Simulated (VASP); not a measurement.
# Osmium: cell size against the level of theory, part 2 of 3

How close do the usual functionals, with and without dispersion, come to the cell of Osmium? LASPH is on for some levels and off for others; the table marks which. The start is a cell from a database of measured crystal structures.

VASP 6.6.1, plane waves and PAW; the level of theory is named at each step.

Still holding for the runs below: The k-mesh is coarse for a metal.

So far. Step 2 (Relaxation with LDA): It ends with forces that vanish by symmetry and a pressure of 0.10 GPa. The volume lies -1.2 % from that of the database's start, which holds the thermal and zero-point expansion of its experiment. The conventional cell has a = 2.722 and c = 4.307 Å. Step 3 (Relaxation with PBEsol): It ends at 13.89 Å³/atom, -0.6 % from the start, with 0.09 GPa left. The conventional cell has a = 2.727 and c = 4.314 Å.

### Step 4. Relaxation with PBE

This step: PBE; plane waves and PAW (Os) (VASP 6.6.1).

PBE, the usual starting point, adds the gradient of the density.

File INCAR:

```
SYSTEM = Os
PREC = Accurate
ENCUT = 520
EDIFF = 1E-06
NELM = 100
ISMEAR = -1
SIGMA = 0.05
LREAL = .FALSE.
ALGO = Normal
GGA = PE
NBANDS = 14
LORBIT = 11
LWAVE = .FALSE.
LCHARG = .FALSE.
KPAR = 2
IBRION = 2
NSW = 60
ISIF = 3
EDIFFG = -0.01
```

File POSCAR:

```
Os
1.0
    2.7341000000      0.0000000000      0.0000000000
   -1.3670500000      2.3678000565      0.0000000000
    0.0000000000      0.0000000000      4.3197000000
Os
2
Direct
    0.3333333333      0.6666666667      0.2500000000
    0.6666666667      0.3333333333      0.7500000000
```

File KPOINTS:

```
Automatic mesh
0
Gamma
9 9 5
0 0 0
```

PAW data sets: Os (PBE family, release 64).

The run is started by

```bash
$ mpirun -np 2 vasp_std
```

Output:

```text
[banner, memory and clock lines left out]
running    2 mpi-ranks, on    1 nodes
[...]
LDA part: xc-table for (Slater+PW92), standard interpolation
 POSCAR, INCAR and KPOINTS ok, starting setup
[...]
entering main loop
       N       E                     dE             d eps       ncg     rms          rms(c)
DAV:   1     0.104825841335E+03    0.10483E+03   -0.75300E+03  1008   0.110E+03
DAV:   2    -0.181362489378E+02   -0.12296E+03   -0.10880E+03  1044   0.348E+02
DAV:   3    -0.238626993638E+02   -0.57265E+01   -0.54353E+01  1266   0.651E+01
DAV:   4    -0.239270696356E+02   -0.64370E-01   -0.64216E-01  1146   0.709E+00
[...]
DAV:  11    -0.225122952514E+02    0.25072E-04   -0.50353E-06  1140   0.229E-02    0.304E-03
DAV:  12    -0.225122941164E+02    0.11349E-05   -0.14022E-07   702   0.356E-03    0.156E-03
DAV:  13    -0.225122938456E+02    0.27081E-06   -0.12301E-08   558   0.115E-03
   1 F= -.22512294E+02 E0= -.22507377E+02  d E =-.225123E+02
[... from here on, the cycles between the ionic steps are left out ...]
   2 F= -.22284336E+02 E0= -.22278950E+02  d E =0.227958E+00
   3 F= -.22526657E+02 E0= -.22521662E+02  d E =-.143633E-01
   4 F= -.22526682E+02 E0= -.22521689E+02  d E =-.143880E-01
[...]
reached required accuracy - stopping structural energy minimisation
```

The job ended after 7.4 s (2 MPI ranks of AMD EPYC 9R45, shared host; peak memory 0.23 GiB; 14 s of CPU time).

From OUTCAR (step 4):

```text
  Total       -0.0005827     -0.0005827     -0.0065406     -0.0000000      0.0000000      0.0000000
  in kB       -0.0327315     -0.0327315     -0.3673939     -0.0000000      0.0000000      0.0000000
  external PRESSURE =      -0.1442856 kB  Pullay stress =       0.0000000 kB

 POSITION                                       TOTAL-FORCE (eV/Angst)
 -----------------------------------------------------------------------------------
     -0.00000      1.58850      1.08771        -0.000000      0.000000      0.000000
      1.37568      0.79425      3.26312         0.000000     -0.000000      0.000000
 -----------------------------------------------------------------------------------
    total drift:                               -0.000000      0.000000     -0.000000

  FREE ENERGIE OF THE ION-ELECTRON SYSTEM (eV)
  ---------------------------------------------------
  free  energy   TOTEN  =       -22.5266818752 eV

  energy  without entropy=      -22.5166967890  energy(sigma->0) =      -22.52168933

[... 2 parts as in an earlier step ...]

[... 2 further parts left out ...]
[key lines of the parts left out:]
E-fermi :   9.3579
```

Relaxation path:

```tsv
step	energy less that of the first step (eV)	largest force (eV/Å)	pressure (GPa)	volume (Å³)
1	0.0000	0.0000	8.45	27.96
2	0.2280	0.0000	-27.98	31.06
3	-0.0144	0.0000	-0.31	28.54
4	-0.0144	0.0000	-0.01	28.52
```

```tsv
conventional cell, symmetrised	before	after	change
a (Å)	2.734	2.751	+0.6 %
b (Å)	2.734	2.751	+0.6 %
c (Å)	4.320	4.351	+0.7 %
volume (Å³/atom)	13.98	14.26	+2.0 %
```

Final coordinates:

```
Os
1.0
     2.75137    0.00000    0.00000
    -1.37568    2.38275    0.00000
     0.00000    0.00000    4.35082
Os
2
Direct
  0.33333 0.66667 0.25000
  0.66667 0.33333 0.75000
```

It ends at 14.26 Å³/atom, +2.0 % from the start, with -0.01 GPa left. The conventional cell has a = 2.751 and c = 4.351 Å.

### Step 5. Relaxation with r2SCAN

This step: r2SCAN; plane waves and PAW (Os) (VASP 6.6.1).

r2SCAN adds the kinetic-energy density, costs more than a GGA and is run with LASPH.

INCAR, as its differences from that of step 4:

```diff
@@ -9,3 +9,4 @@
 ALGO = Normal
-GGA = PE
+METAGGA = R2SCAN
+LASPH = .TRUE.
 NBANDS = 14
```

POSCAR is that of step 4.

KPOINTS is that of step 4.

The run is started by

```bash
$ mpirun -np 2 vasp_std
```

Output:

```text
[banner, memory and clock lines left out]
running    2 mpi-ranks, on    1 nodes
[...]
[... a notice as in an earlier step ...]

 LDA part: xc-table for (None), standard interpolation
 POSCAR, INCAR and KPOINTS ok, starting setup
[...]
entering main loop
       N       E                     dE             d eps       ncg     rms          rms(c)
DAV:   1     0.262239059168E+02    0.26224E+02   -0.78802E+03  1008   0.115E+03
DAV:   2    -0.102562593264E+03   -0.12879E+03   -0.11413E+03  1038   0.363E+02
DAV:   3    -0.108654170912E+03   -0.60916E+01   -0.57815E+01  1272   0.686E+01
DAV:   4    -0.108720058719E+03   -0.65888E-01   -0.65749E-01  1134   0.742E+00
[...]
DAV:  11    -0.106036737042E+03    0.31837E-04   -0.13767E-05  1098   0.446E-02    0.400E-03
DAV:  12    -0.106036735432E+03    0.16101E-05   -0.12618E-07   756   0.450E-03    0.275E-03
DAV:  13    -0.106036735350E+03    0.82799E-07   -0.31354E-08   552   0.181E-03
   1 F= -.10603674E+03 E0= -.10603197E+03  d E =-.106037E+03
[...]
DAV:   6    -0.106025468992E+03   -0.31689E-05   -0.16123E-06   944   0.119E-02    0.631E-03
DAV:   7    -0.106025469651E+03   -0.65905E-06   -0.47201E-07   540   0.910E-03
   2 F= -.10602547E+03 E0= -.10602064E+03  d E =0.112657E-01
 trial-energy change:    0.011266  1 .order    0.011006   -0.006451    0.028463
 step:   0.1782(harm=  0.1848)  dis= 0.00000  next Energy=  -106.037309 (dE=-0.573E-03)
[...]
N       E                     dE             d eps       ncg     rms          rms(c)
DAV:   1    -0.106050892421E+03   -0.25423E-01   -0.44017E-01  1038   0.523E+00    0.169E+00
DAV:   2    -0.106039113922E+03    0.11778E-01   -0.13099E-02  1170   0.126E+00    0.660E-01
DAV:   3    -0.106037171561E+03    0.19424E-02   -0.49404E-03  1250   0.663E-01    0.618E-02
DAV:   4    -0.106037282234E+03   -0.11067E-03   -0.10891E-04  1130   0.720E-02    0.191E-02
DAV:   5    -0.106037294174E+03   -0.11939E-04   -0.17076E-05  1200   0.318E-02    0.750E-03
DAV:   6    -0.106037290644E+03    0.35292E-05   -0.89605E-07   720   0.772E-03    0.437E-03
DAV:   7    -0.106037291298E+03   -0.65340E-06   -0.53925E-07   516   0.596E-03
   3 F= -.10603729E+03 E0= -.10603251E+03  d E =-.555948E-03
[...]
reached required accuracy - stopping structural energy minimisation
```

Wall time 29 s (2 MPI ranks); peak memory 0.24 GiB.

Parts of OUTCAR (step 5):

```text
  Total       -0.0068551     -0.0068551      0.0132824      0.0000000      0.0000000      0.0000000
  in kB       -0.3912500     -0.3912500      0.7580883      0.0000000      0.0000000      0.0000000
  external PRESSURE =      -0.0081372 kB  Pullay stress =       0.0000000 kB

 POSITION                                       TOTAL-FORCE (eV/Angst)
 -----------------------------------------------------------------------------------
     -0.00000      1.58035      1.08156         0.000000     -0.000000      0.000000
      1.36862      0.79017      3.24469        -0.000000      0.000000      0.000000
 -----------------------------------------------------------------------------------
    total drift:                               -0.000000      0.000000     -0.000000

  FREE ENERGIE OF THE ION-ELECTRON SYSTEM (eV)
  ---------------------------------------------------
  free  energy   TOTEN  =      -106.0372912977 eV

  energy  without entropy=     -106.0277354035  energy(sigma->0) =     -106.03251335

[... 2 parts as in an earlier step ...]

[... 2 further parts left out ...]
[key lines of the parts left out:]
E-fermi :   9.3990
```

Step by step:

```tsv
step	energy less that of the first step (eV)	largest force (eV/Å)	pressure (GPa)	volume (Å³)
1	0.0000	0.0000	1.69	27.96
2	0.0113	0.0000	-7.36	28.57
3	-0.0006	0.0000	0.00	28.07
```

```tsv
conventional cell, symmetrised	before	after	change
a (Å)	2.734	2.737	+0.1 %
b (Å)	2.734	2.737	+0.1 %
c (Å)	4.320	4.326	+0.2 %
volume (Å³/atom)	13.98	14.04	+0.4 %
```

The relaxed structure:

```cif
data_structure
_symmetry_space_group_name_H-M 'P 1'
_symmetry_Int_Tables_number 1
_cell_length_a 2.7372
_cell_length_b 2.7372
_cell_length_c 4.3263
_cell_angle_alpha 90.000
_cell_angle_beta 90.000
_cell_angle_gamma 120.000
_cell_volume 28.07
loop_
_atom_site_label
_atom_site_type_symbol
_atom_site_fract_x
_atom_site_fract_y
_atom_site_fract_z
_atom_site_occupancy
Os1 Os 0.33333 0.66667 0.25000 1
Os2 Os 0.66667 0.33333 0.75000 1
```

It ends at 14.04 Å³/atom, +0.4 % from the start, with 0.00 GPa left. The conventional cell has a = 2.737 and c = 4.326 Å.

### Step 6. Relaxation with PBE + D3(BJ)

This step: PBE with D3(BJ); plane waves and PAW (Os) (VASP 6.6.1).

A dispersion term adds the long-range attraction that semilocal functionals lack. D3 with Becke-Johnson damping keeps a finite attraction at short range.

INCAR, as its differences from that of step 5:

```diff
@@ -9,4 +9,4 @@
 ALGO = Normal
-METAGGA = R2SCAN
-LASPH = .TRUE.
+GGA = PE
+IVDW = 12
 NBANDS = 14
```

POSCAR is that of step 5.

KPOINTS is that of step 5.

The run is started by

```bash
$ mpirun -np 2 vasp_std
```

Output:

```text
[... set-up lines as in an earlier step ...]
 entering main loop
       N       E                     dE             d eps       ncg     rms          rms(c)
[... 13 cycles as in an earlier step ...]
   1 F= -.23821789E+02 E0= -.23816872E+02  d E =-.238218E+02
[... from here on, the cycles between the ionic steps are left out ...]
   2 F= -.23819447E+02 E0= -.23814572E+02  d E =0.234178E-02
   3 F= -.23821964E+02 E0= -.23817060E+02  d E =-.174783E-03
   4 F= -.23821964E+02 E0= -.23817061E+02  d E =-.174745E-03
   5 F= -.23821963E+02 E0= -.23817061E+02  d E =-.174137E-03
   6 F= -.23821963E+02 E0= -.23817061E+02  d E =-.174298E-03
   7 F= -.23821922E+02 E0= -.23817056E+02  d E =0.411968E-04
   8 F= -.23821982E+02 E0= -.23817093E+02  d E =-.184449E-04
[...]
reached required accuracy - stopping structural energy minimisation
```

The job ended after 9.6 s (2 MPI ranks; peak memory 0.25 GiB).

OUTCAR, selected parts (step 6):

```text
 Edisp (eV)   -1.30813

 Edisp (eV)   -1.30729

  Total      -0.00243    -0.00243    -0.01236    -0.00000    -0.00000     0.00000
  in kB      -0.13921    -0.13921    -0.70712    -0.00000    -0.00000     0.00000
  external pressure =       -0.33 kB  Pullay stress =        0.00 kB

 POSITION                                       TOTAL-FORCE (eV/Angst)
 -----------------------------------------------------------------------------------
     -0.00000      1.57854      1.08168        -0.000000      0.000000      0.000000
      1.36706      0.78927      3.24503         0.000000     -0.000000      0.000000
 -----------------------------------------------------------------------------------
    total drift:                               -0.000000      0.000000     -0.000000

  FREE ENERGIE OF THE ION-ELECTRON SYSTEM (eV)
  ---------------------------------------------------
  free  energy   TOTEN  =       -23.8219816776 eV

  energy  without entropy=      -23.8122039165  energy(sigma->0) =      -23.81709280

[... 2 parts as in an earlier step ...]

[... 2 further parts left out ...]
[key lines of the parts left out:]
E-fermi :   9.6403
```

Dispersion corrections of this kind ignore metallic screening and tend to overbind metals.

It ends at 14.01 Å³/atom, +0.2 % from the start, with -0.03 GPa left. The conventional cell has a = 2.734 and c = 4.327 Å. Against plain PBE, the dispersion term moves a by -0.6 % and c by -0.6 %.

### Step 7. Relaxation with r2SCAN + rVV10

This step: r2SCAN with rVV10; plane waves and PAW (Os) (VASP 6.6.1).

LUSE_VDW switches on a nonlocal correlation term for dispersion.

INCAR, as its differences from that of step 6:

```diff
@@ -9,4 +9,8 @@
 ALGO = Normal
-GGA = PE
-IVDW = 12
+METAGGA = R2SCAN
+LUSE_VDW = .TRUE.
+IVDW_NL = 2
+BPARAM = 11.95
+CPARAM = 0.0093
+LASPH = .TRUE.
 NBANDS = 14
```

POSCAR is that of step 6.

KPOINTS is that of step 6.

The run is started by

```bash
$ mpirun -np 2 vasp_std
```

Output:

```text
[banner, memory and clock lines left out]
running    2 mpi-ranks, on    1 nodes
[...]
|                                                                             |
|               ----> ADVICE to this user running VASP <----                  |
|                                                                             |
|     You have switched on vdW-DFT.                                           |
|     This routine was written and supplied by Jiri Klimes. We recommend      |
|     that you carefully read and cite the following publications:            |
|       J. Klimes, D.R. Bowler, A. Michelides                                 |
|          J. Phys.: Cond Matt. 22 022201 (2010)                              |
|       J. Klimes, D.R. Bowler, A. Michelides                                 |
|          Phys. Rev. B. 83, 195131 (2011)                                    |
|     and references therein.                                                 |
|                                                                             |

[...]
N       E                     dE             d eps       ncg     rms          rms(c)
Total rVV10 correction in eV:      0.2140516    23.8905867
Total rVV10 correction in eV:      0.2140516    23.8905867
DAV:   1    -0.105822853163E+03   -0.27311E-03   -0.10437E-02  1044   0.799E-01    0.105E-01
Total rVV10 correction in eV:      0.2139331    23.8905867
Total rVV10 correction in eV:      0.2139331    23.8905867
DAV:   2    -0.105822750044E+03    0.10312E-03   -0.10969E-04  1232   0.134E-01    0.454E-02
Total rVV10 correction in eV:      0.2138495    23.8905867
Total rVV10 correction in eV:      0.2138495    23.8905867
DAV:   3    -0.105822729319E+03    0.20725E-04   -0.43387E-05  1202   0.579E-02    0.572E-03
Total rVV10 correction in eV:      0.2138592    23.8905867
Total rVV10 correction in eV:      0.2138592    23.8905867
DAV:   4    -0.105822729872E+03   -0.55287E-06   -0.19876E-06   986   0.133E-02
Total rVV10 correction in eV:      0.2138741    23.8905867
Total rVV10 correction in eV:      0.2138741    23.8905867
Total rVV10 correction in eV:      0.2138707    23.8905867
Total rVV10 correction in eV:      0.2138707    23.8905867
   3 F= -.10582273E+03 E0= -.10581798E+03  d E =-.215859E-04
[...]
reached required accuracy - stopping structural energy minimisation
```

It took 38 s on 2 MPI ranks; peak memory 0.38 GiB; 74 s of CPU time.

OUTCAR, selected parts (step 7):

```text
  Total       -0.0114897     -0.0114897      0.0001234     -0.0000000     -0.0000000      0.0000000
  in kB       -0.6580478     -0.6580478      0.0070669     -0.0000000     -0.0000000      0.0000000
  external PRESSURE =      -0.4363429 kB  Pullay stress =       0.0000000 kB

 POSITION                                       TOTAL-FORCE (eV/Angst)
 -----------------------------------------------------------------------------------
     -0.00000      1.57840      1.08048         0.000000     -0.000000      0.000000
      1.36693      0.78920      3.24145        -0.000000      0.000000      0.000000
 -----------------------------------------------------------------------------------
    total drift:                               -0.000000      0.000000     -0.000000

  FREE ENERGIE OF THE ION-ELECTRON SYSTEM (eV)
  ---------------------------------------------------
  free  energy   TOTEN  =      -105.8227298721 eV

  energy  without entropy=     -105.8132233402  energy(sigma->0) =     -105.81797661

[... 2 parts as in an earlier step ...]

[... 2 further parts left out ...]
[key lines of the parts left out:]
E-fermi :   9.4492
```

It ends at 13.99 Å³/atom, under 0.05 % from the start, with -0.04 GPa left. The conventional cell has a = 2.734 and c = 4.322 Å. Against plain r2SCAN, the dispersion term moves a by -0.1 % and c by -0.1 %.

### Step 8. Relaxation with PBEsol + D3(BJ)

This step: PBEsol with D3(BJ); plane waves and PAW (Os) (VASP 6.6.1).

INCAR, as its differences from that of step 7:

```diff
@@ -9,8 +9,4 @@
 ALGO = Normal
-METAGGA = R2SCAN
-LUSE_VDW = .TRUE.
-IVDW_NL = 2
-BPARAM = 11.95
-CPARAM = 0.0093
-LASPH = .TRUE.
+GGA = PS
+IVDW = 12
 NBANDS = 14
```

POSCAR is that of step 7.

KPOINTS is that of step 7.

The run is started by

```bash
$ mpirun -np 2 vasp_std
```

Output:

```text
[... set-up lines as in an earlier step ...]
 entering main loop
       N       E                     dE             d eps       ncg     rms          rms(c)
[... 12 cycles as in an earlier step ...]
   1 F= -.25849471E+02 E0= -.25844554E+02  d E =-.258495E+02
[... from here on, the cycles between the ionic steps are left out ...]
   2 F= -.25335708E+02 E0= -.25331570E+02  d E =0.513764E+00
   3 F= -.25870993E+02 E0= -.25866181E+02  d E =-.215214E-01
   4 F= -.25871052E+02 E0= -.25866244E+02  d E =-.215803E-01
   5 F= -.25871052E+02 E0= -.25866246E+02  d E =-.215805E-01
   6 F= -.25870912E+02 E0= -.25866166E+02  d E =0.139680E-03
   7 F= -.25871145E+02 E0= -.25866366E+02  d E =-.928782E-04
   8 F= -.25871118E+02 E0= -.25866334E+02  d E =0.268608E-04
   9 F= -.25871146E+02 E0= -.25866366E+02  d E =-.164437E-05
[...]
reached required accuracy - stopping structural energy minimisation
```

It took 12 s on 2 MPI ranks; peak memory 0.26 GiB.

(Part 2 of 3 ends here.)

[Lines on the potential files, build, host, timing and source positions are cut from VASP's logs without a mark.]

[Logs are printed without paths, hosts, clocks, repeated set-up lines and the standing remarks that a program may print on its own settings, such as how far it seeks lower states.]

[Hosts, paths, dates, database ids (printed as entryN), source tags and the programs' standing remarks are cut or masked in the printed files.]

[A measured line is paired with the nearest computed mode of its activity, which favours agreement.]
